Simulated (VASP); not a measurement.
Here is the system:

```
HfS2
1.0
    1.77823    -3.07999     0.00000
    1.77823     3.07999     0.00000
    0.00000     0.00000     5.69067
Hf S
1 2
Cartesian
  0.00000   0.00000   0.00000
  1.77823   1.02667   1.44177
  1.77823  -1.02667   4.24890
```

These are LDA (Ceperley-Alder, Perdew-Zunger), VASP's LDA PAW potentials (set 64) (plane waves; VASP) values and carry that method's errors. Numerical set-up: 520 eV cut-off, Gaussian smearing of 0.050 eV, potentials Hf_pv S.

Unless said otherwise, spin-orbit coupling is left out, though it shifts the bands of the heavy elements here.

Task: Give the energies of bands 6 to 14 at the high-symmetry points, in eV from the valence-band maximum.

Result: 
```csv
band,Γ,M,K,A,L,H
6,-5.38,-5.32,-4.46,-3.88,-5.46,-4.15
7,-3.04,-3.09,-3.94,-2.98,-3.95,-4.15
8,-3.04,-2.94,-3.94,-2.98,-2.95,-3.99
9,-0.15,-2.72,-2.48,-2.34,-2.71,-2.60
10,-0.15,-2.37,-2.48,-0.36,-1.14,-2.06
11,0.00,-1.53,-1.80,-0.36,-0.96,-2.06
12,1.70,0.83,2.35,1.64,0.63,2.59
13,1.70,3.96,3.57,1.64,3.94,3.04
14,2.25,4.07,3.57,2.65,4.11,3.04
```

The gap is indirect, 0.63 eV, from the valence maximum at Γ-M at 0.11 to the conduction minimum at L.

Measured: gap 1.80 eV (computed value off by -1.17 eV), as given by Miłosz Rybak et al., Nanomaterials (2022), arXiv:2210.12074.

The compound is HfS2 in the 1T layered structure. It was relaxed first, which changed the volume by -7 %.
